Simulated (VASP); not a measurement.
```
PbF2
1.0
    0.00000     2.94745     2.94745
    2.94745     0.00000     2.94745
    2.94745     2.94745     0.00000
Pb F
1 2
Cartesian
  2.94745   2.94745   0.00000
  1.47373   1.47373   1.47373
  4.42118   4.42118   4.42118
```

These are PBEsol GGA, VASP's PBE PAW potentials (set 64) (plane waves; VASP) values and carry that method's errors. Settings: 520 eV cut-off, 7×7×7 Γ-centred mesh, Gaussian smearing of 0.010 eV, potentials Pb_d F.

Problem. Give the electronic dielectric tensor ε∞ (DFPT, local fields included).

Solution. 
```
3.40  0.00  0.00
0.00  3.40  0.00
0.00  0.00  3.40
```

Problem. Give the Born effective charges.

Solution. 
| atom | Z*xx | Z*yy | Z*zz | mean |
|---|---|---|---|---|
| Pb1 | 3.21 | 3.21 | 3.21 | 3.21 |
| F2 | -1.61 | -1.61 | -1.61 | -1.61 |
| F3 | -1.61 | -1.61 | -1.61 | -1.61 |

The compound is PbF2 in the fluorite structure, the β form. It was relaxed first.
